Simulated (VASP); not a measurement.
Runs of VASP 6.6.1 on ZnH. It takes space group F-43m (No. 216, cubic). Conventional cell: a = 4.432 Å, b = 4.432 Å, c = 4.432 Å, α = 90.00°, β = 90.00°, γ = 90.00°. Zn (site symmetry -43m) is surrounded by 4 H at 1.92 Å. H (site symmetry -43m) is surrounded by 4 Zn at 1.92 Å. The cell was built by a generator and needn't be a form met in nature.

```csv
task,level,potentials or basis,cell,cutoff (eV),smearing,gap on the mesh (eV),pressure (GPa)
band structure,PW91,"VASP PAW PBE potentials, release 64 (Zn, H)",as given,520,fermi-dirac 0.05 eV,-,(b)
band structure,revPBE,"VASP PAW PBE potentials, release 64 (Zn, H)",as given,520,fermi-dirac 0.05 eV,-,1.8
band structure,PBE,"VASP PAW PBE potentials, release 64 (Zn, H)",as given,520,fermi-dirac 0.05 eV,-,(c)
relaxation of cell and atoms,PBE,"VASP PAW PBE potentials, release 64 (Zn, H)",relaxed,600,gaussian 0.05 eV,none,-0.1
relaxation of the atoms,PBEsol,"VASP PAW PBE potentials, release 64 (Zn, H)",atoms relaxed,520,gaussian 0.05 eV,none,-3.0
band structure,TPSS,"VASP PAW PBE potentials, release 64 (Zn, H)",as given,520,fermi-dirac 0.05 eV,-,-2.8
band structure,RPBE,"VASP PAW PBE potentials, release 64 (Zn, H)",as given,520,fermi-dirac 0.05 eV,-,2.4
band structure,r2SCAN,"VASP PAW PBE potentials, release 64 (Zn, H)",as given,520,fermi-dirac 0.05 eV,-,(a)
band structure,SCAN,"VASP PAW PBE potentials, release 64 (Zn, H)",as given,520,fermi-dirac 0.05 eV,-,-3.5
band structure,AM05,"VASP PAW PBE potentials, release 64 (Zn, H)",as given,520,fermi-dirac 0.05 eV,-,-3.0
band structure,LDA,"VASP PAW LDA potentials, release 64 (Zn, H)",as given,520,fermi-dirac 0.05 eV,-,-4.9
```

Alike in all rows: no spin polarisation; k mesh 10 × 10 × 10.

Task: Fill in the values left out.

Result: (a) -2.6; (b) 0.4; (c) 0.3.

Caveats: the PAW data sets were made with another functional, which shifts forces and pressure a little (some runs).

A k mesh can miss the band edges.

A gap of «none» marks a metal or a gap under the smearing width.

Not every run made on this cell is shown here.
